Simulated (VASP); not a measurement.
```yaml
crystal:
  lattice:
    - [0.00000, 3.54065, 3.54065]
    - [3.54065, 0.00000, 3.54065]
    - [3.54065, 3.54065, 0.00000]
  atoms:
    - { symbol: K, position: [0.00000, 0.00000, 0.00000] }
    - { symbol: I, position: [0.50000, 0.50000, 0.50000] }
```

The numbers are results of AM05 GGA, VASP's PBE PAW potentials (set 64) (plane waves; VASP), not measurements. Run with 520 eV cut-off, 7×7×7 Γ-centred mesh, Gaussian smearing of 0.050 eV, potentials K_sv I.

The job: KI (rock salt), 2 atoms, AM05, static run, 520 eV, 7×7×7 Γ-centred mesh. Roughly how much core time does it take on a busy server core?

About 20 core-seconds (one run on a shared machine, a rough figure). It had 20 irreducible k-points, 12 bands, up to 2421 plane waves and 15 electronic steps.

The compound is KI in the rock salt structure. This cell is one point of a volume scan, at 0.97 of the reference volume.
